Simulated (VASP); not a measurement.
Given:

```xyz
2
Lattice="1.6005 -2.7721 0.0000 1.6005 2.7721 0.0000 0.0000 0.0000 5.0587" Properties=species:S:1:pos:R:3 pbc="T T T"
Hf     1.6005     0.9240     1.2647
Hf     1.6005    -0.9240     3.7940
```

The numbers are results of PBE GGA, VASP's PBE PAW potentials (set 64) (plane waves; VASP), not measurements. Numerical set-up: 530 eV cut-off, 12×12×7 Γ-centred mesh, first-order Methfessel-Paxton smearing of 0.10 eV, potentials Hf_pv.

Finite-difference elastic constants of metals are sensitive to mesh and smearing; shear constants can be off by tens of GPa.

### Question
Give the elastic stiffness tensor with the ions relaxed (GPa, in the frame of the cell).

### Answer

```tsv
	xx	yy	zz	yz	xz	xy
xx	180	77.8	68.1	0.0	0.0	0.0
yy	77.8	180	68.1	0.0	0.0	0.0
zz	68.1	68.1	193	0.0	0.0	0.0
yz	0.0	0.0	0.0	53.7	0.0	0.0
xz	0.0	0.0	0.0	0.0	53.7	0.0
xy	0.0	0.0	0.0	0.0	0.0	51.0
```

### Question
Predict the Hill bulk modulus, Hill shear modulus, Young's modulus, Poisson's ratio.

### Answer

| Item | Result |
|---|---|
| Hill bulk modulus | 109 GPa |
| Hill shear modulus | 54.1 GPa |
| Young's modulus | 139 GPa |
| Poisson's ratio | 0.287 |

The compound is Hf in the hcp structure. It was relaxed first.
